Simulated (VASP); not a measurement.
All values below come from PBE GGA, VASP's PBE PAW potentials (set 64) (plane waves; VASP).

A VASP calculation is set up with these files.

**POSCAR**
```
Ge
1
    0.0000000000     2.8290000000     2.8290000000
    2.8290000000     0.0000000000     2.8290000000
    2.8290000000     2.8290000000     0.0000000000
Ge
2
Direct
  0.0000000000   0.0000000000   0.0000000000
  0.2500000000   0.2500000000   0.2500000000
```

File KPOINTS:
```
Regular mesh
0
gamma
  7 7 7
```

INCAR:
```
LMAXMIX = 4   ! l cut-off of mixed one-centre charges
EDIFF = 1E-6
LASPH = T
ISIF = 2   ! forces and stress, cell fixed
LWAVE = F
ENCUT = 400   ! plane-wave cut-off (eV)
NELM = 100
SYSTEM = Ge
ISMEAR = 0   ! Gaussian
PREC = Accurate
ALGO = Damped
LREAL = F
GGA = PE   ! PBE
SIGMA = 0.05
LCHARG = F
```

POTCAR, in this order: Ge_d (PBE.64 set). Program: vasp_std.

The run wrote:

**OSZICAR**
```
       N       E                     dE             d eps       ncg     rms           ort
DAV:   1     0.206815003318E+03    0.20682E+03   -0.11870E+04   360   0.393E+03
DAV:   2     0.500875963945E+02   -0.15673E+03   -0.15452E+03   360   0.545E+02
DAV:   3     0.216427258485E+01   -0.47923E+02   -0.46888E+02   360   0.211E+02
DAV:   4    -0.717463312418E+01   -0.93389E+01   -0.91844E+01   360   0.108E+02
DAV:   5    -0.885024510486E+01   -0.16756E+01   -0.16516E+01   360   0.420E+01
SDA:   6    -0.876061120141E+01    0.89634E-01   -0.16323E+00   360   0.408E+00   0.000E+00
DMP:   7    -0.887793484962E+01   -0.11732E+00   -0.75779E-01   360   0.122E+00   0.177E+00
DMP:   8    -0.892754208284E+01   -0.49607E-01   -0.24716E-01   360   0.411E-01   0.540E-01
DMP:   9    -0.894373095432E+01   -0.16189E-01   -0.10175E-01   360   0.199E-01   0.146E-01
DMP:  10    -0.895095351350E+01   -0.72226E-02   -0.52980E-02   360   0.991E-02   0.873E-02
DMP:  11    -0.896055216360E+01   -0.95987E-02   -0.19529E-01   360   0.281E-01   0.542E-01
DMP:  12    -0.898053303186E+01   -0.19981E-01   -0.68270E-02   360   0.911E-02   0.208E-01
DMP:  13    -0.898450990883E+01   -0.39769E-02   -0.20352E-02   360   0.268E-02   0.629E-02
DMP:  14    -0.898636703208E+01   -0.18571E-02   -0.11430E-02   360   0.138E-02   0.387E-02
DMP:  15    -0.898742129484E+01   -0.10543E-02   -0.59721E-03   360   0.664E-03   0.217E-02
DMP:  16    -0.898793905846E+01   -0.51776E-03   -0.26171E-03   360   0.275E-03   0.993E-03
DMP:  17    -0.898815823956E+01   -0.21918E-03   -0.10342E-03   360   0.104E-03   0.404E-03
DMP:  18    -0.898824362766E+01   -0.85388E-04   -0.38541E-04   360   0.379E-04   0.153E-03
DMP:  19    -0.898827456208E+01   -0.30934E-04   -0.13043E-04   360   0.125E-04   0.526E-04
DMP:  20    -0.898828459804E+01   -0.10036E-04   -0.39432E-05   360   0.389E-05   0.156E-04
DMP:  21    -0.898828744514E+01   -0.28471E-05   -0.10359E-05   360   0.117E-05   0.372E-05
DMP:  22    -0.898828812247E+01   -0.67732E-06   -0.27331E-06   360   0.445E-06   0.623E-06
   1 F= -.89882881E+01 E0= -.89881702E+01  d E =-.235912E-03
```

File OUTCAR:
```
------------------------ aborting loop because EDIFF is reached ----------------------------------------
  FORCE on cell =-STRESS in cart. coord.  units (eV):
  Direction    XX          YY          ZZ          XY          YZ          ZX
  --------------------------------------------------------------------------------------
  Total        0.9054569      0.9054569      0.9054569      0.0000000      0.0000000      0.0000000
  in kB       32.0368299     32.0368299     32.0368299      0.0000000      0.0000000      0.0000000
  external PRESSURE =      32.0368299 kB  Pullay stress =       0.0000000 kB
  volume of cell :       45.28
      direct lattice vectors                 reciprocal lattice vectors
     0.000000000  2.829000000  2.829000000    -0.176740898  0.176740898  0.176740898
     2.829000000  0.000000000  2.829000000     0.176740898 -0.176740898  0.176740898
     2.829000000  2.829000000  0.000000000     0.176740898  0.176740898 -0.176740898
 POSITION                                       TOTAL-FORCE (eV/Angst)
 -----------------------------------------------------------------------------------
      0.00000      0.00000      0.00000         0.000000     -0.000000      0.000000
      1.41450      1.41450      1.41450        -0.000000      0.000000     -0.000000
 -----------------------------------------------------------------------------------
    total drift:                                0.000000      0.000000      0.000000
  FREE ENERGIE OF THE ION-ELECTRON SYSTEM (eV)
  ---------------------------------------------------
  free  energy   TOTEN  =        -8.9882881225 eV

  energy  without entropy=       -8.9880522102  energy(sigma->0) =       -8.98817017
```
(Selected blocks of OUTCAR.)

OUTCAR:
```
 val. band max:        4.9949306766   @ k =   0.0000   0.0000   0.0000

 cond. band min:       5.0289572020   @ k =   0.0000   0.0000   0.0000


 Fermi energy:         5.0285429117

 k-point     1 :       0.0000    0.0000    0.0000
  band No.  band energies     occupation
      1     -19.8126      2.00000
      2     -19.8126      2.00000
      3     -19.8126      2.00000
      4     -19.7770      2.00000
      5     -19.7770      2.00000
      6     -19.5667      2.00000
      7     -19.5667      2.00000
      8     -19.5667      2.00000
      9     -19.5528      2.00000
     10     -19.5528      2.00000
     11      -7.7764      2.00000
     12       4.9949      1.68722
     13       4.9949      1.66257
     14       4.9949      1.65821
     15       5.0290      0.99201
     16       7.5482      0.00000
     17       7.5482      0.00000
     18       7.5482      0.00000

 k-point     2 :       0.1429    0.0000    0.0000
  band No.  band energies     occupation
      1     -19.8222      2.00000
      2     -19.8222      2.00000
      3     -19.8093      2.00000
      4     -19.7627      2.00000
      5     -19.7627      2.00000
      6     -19.5803      2.00000
      7     -19.5803      2.00000
      8     -19.5702      2.00000
      9     -19.5409      2.00000
     10     -19.5409      2.00000
     11      -7.5285      2.00000
     12       2.2908      2.00000
     13       4.5807      2.00000
     14       4.5807      2.00000
     15       6.0129      0.00000
     16       8.1014      0.00000
     17       8.1247      0.00000
     18       8.7735      0.00000

 k-point     3 :       0.2857    0.0000    0.0000
  band No.  band energies     occupation
      1     -19.8326      2.00000
      2     -19.8326      2.00000
      3     -19.8019      2.00000
      4     -19.7441      2.00000
      5     -19.7441      2.00000
      6     -19.5945      2.00000
      7     -19.5945      2.00000
      8     -19.5787      2.00000
      9     -19.5305      2.00000
...
```

The all-band solver leaves the empty bands unoptimised.

The compound is Ge in the diamond structure. The cell was not relaxed at this level. The run is one of a series of settings (ALGO = Damped against the base run), some of them coarse on purpose.
